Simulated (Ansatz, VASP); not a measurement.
Two plane-wave programs on CuPt6

```
Cu Pt
1.0
     6.98662    0.00000    0.00000
     0.00000    6.98662    0.00000
     0.00000    0.00000    6.98662
Cu Pt
1 6
Direct
  0.50000 0.50000 0.50000
  0.17337 0.50000 0.50000
  0.82663 0.50000 0.50000
  0.50000 0.17337 0.50000
  0.50000 0.82663 0.50000
  0.50000 0.50000 0.17337
  0.50000 0.50000 0.82663
```

Alike in both runs: functional PBE; k mesh 4 × 4 × 4; occupations gaussian, width 0.1 eV; no spin polarisation.

Ansatz relaxed the structure, and its values are those at the end. VASP's run is a single point on that final structure, the one shown.

|  | VASP | Ansatz |
| --- | --- | --- |
| version | VASP 6.6.1 | Ansatz 0.2.0 |
| potentials or method | VASP PAW PBE potentials, release 64 (Cu, Pt) | scalar-relativistic, plane waves, PAW |
| plane-wave cutoff (eV) | 520 | 420 |
| valence electrons in the cell | 71 | 127 |

```tsv
	VASP	Ansatz	Ansatz less VASP
gap on the k mesh at the Fermi level (eV)	none	none	-
pressure (GPa)	0.0	0.1	+0.05
rms of the force components (eV/Å)	0.009	0.000	-0.0089
```

A gap of «none» marks a metal or a gap that the smearing closes. The two sets of potentials don't hold the same shells in valence.

The runs have no spin-orbit coupling, so splittings on Pt are missing.
